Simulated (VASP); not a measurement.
Computed with PBEsol GGA, VASP's PBE PAW potentials (set 64) (plane waves; VASP).

VASP ran on this input.

### KPOINTS
```
Automatic mesh
0
Gamma
8 8 12
0 0 0
```

POSCAR:
```
P
4.3970650
  0.9999999156   0.0000000010   0.0000000000
 -0.4999998420   0.8660251452   0.0000000000
  0.0000000000   0.0000000000   0.5605368840
P
3
Cartesian
  0.0000000000   0.0000000000   0.0000000000
 -0.0000004228   0.5773503858   0.2802684420
  0.5000004964   0.2886747604   0.2347835560
```

**INCAR**
```
ALGO = Normal
EDIFF = 1E-7
ENCUT = 480
GGA = PS
ISIF = 2
ISMEAR = 1
LASPH = T
LCHARG = F
LREAL = F
LWAVE = F
NELM = 100
PREC = Accurate
SIGMA = 0.1
SYSTEM = P
```

POTCAR, in this order: P (PBE.64 set). Program: vasp_std.

The run wrote:

### OSZICAR
```
       N       E                     dE             d eps       ncg     rms          rms(c)
DAV:   1     0.354707783224E+02    0.35471E+02   -0.60955E+03  2090   0.106E+03
DAV:   2    -0.131957914649E+02   -0.48667E+02   -0.45571E+02  2783   0.159E+02
DAV:   3    -0.156543672293E+02   -0.24586E+01   -0.22997E+01  2775   0.331E+01
DAV:   4    -0.157066618202E+02   -0.52295E-01   -0.52046E-01  2655   0.454E+00
DAV:   5    -0.157080339334E+02   -0.13721E-02   -0.13716E-02  2758   0.534E-01    0.770E+00
DAV:   6    -0.156822685328E+02    0.25765E-01   -0.14116E-02  2448   0.806E-01    0.445E+00
DAV:   7    -0.156709076652E+02    0.11361E-01   -0.24254E-02  2378   0.104E+00    0.173E-01
DAV:   8    -0.156708886538E+02    0.19011E-04   -0.60508E-04  2631   0.203E-01    0.497E-02
DAV:   9    -0.156708894326E+02   -0.77881E-06   -0.18468E-05  3036   0.321E-02    0.147E-02
DAV:  10    -0.156708899165E+02   -0.48386E-06   -0.60980E-07  2634   0.671E-03    0.387E-03
DAV:  11    -0.156708897736E+02    0.14288E-06   -0.64984E-08  1639   0.201E-03    0.600E-04
DAV:  12    -0.156708897567E+02    0.16941E-07   -0.89228E-09  1549   0.820E-04
   1 F= -.15670890E+02 E0= -.15671265E+02  d E =0.112707E-02
```

OUTCAR:
```
------------------------ aborting loop because EDIFF is reached ----------------------------------------
  FORCE on cell =-STRESS in cart. coord.  units (eV):
  Direction    XX          YY          ZZ          XY          YZ          ZX
  --------------------------------------------------------------------------------------
  Total       -0.0612174     -0.0612174      0.4211294     -0.0000000      0.0000000      0.0000000
  in kB       -2.3766345     -2.3766335     16.3494373     -0.0000003      0.0000000      0.0000000
  external PRESSURE =       3.8653898 kB  Pullay stress =       0.0000000 kB
  volume of cell :       41.27
      direct lattice vectors                 reciprocal lattice vectors
     4.397064629  0.000000004  0.000000000     0.227424449  0.131303564  0.000000000
    -2.198531805  3.807968855  0.000000000    -0.000000000  0.262607190  0.000000000
     0.000000000  0.000000000  2.464717114     0.000000000  0.000000000  0.405726075
 POSITION                                       TOTAL-FORCE (eV/Angst)
 -----------------------------------------------------------------------------------
      0.00000      0.00000      0.00000         0.000000     -0.000000      0.230330
     -0.00000      2.53865      1.23236         0.000000      0.000000     -0.136569
      2.19853      1.26932      1.03236        -0.000000     -0.000000     -0.093761
 -----------------------------------------------------------------------------------
    total drift:                                0.000002     -0.000001     -0.000018
  FREE ENERGIE OF THE ION-ELECTRON SYSTEM (eV)
  ---------------------------------------------------
  free  energy   TOTEN  =       -15.6708897567 eV

  energy  without entropy=      -15.6720168273  energy(sigma->0) =      -15.67126545
```
(Selected blocks of OUTCAR.)

The structure was generated: P was put into the omega type (P6/mmm), which need not be its known phase. This cell was strained or had an atom moved on purpose. VASP warned that the highest band is occupied, so more bands are needed.
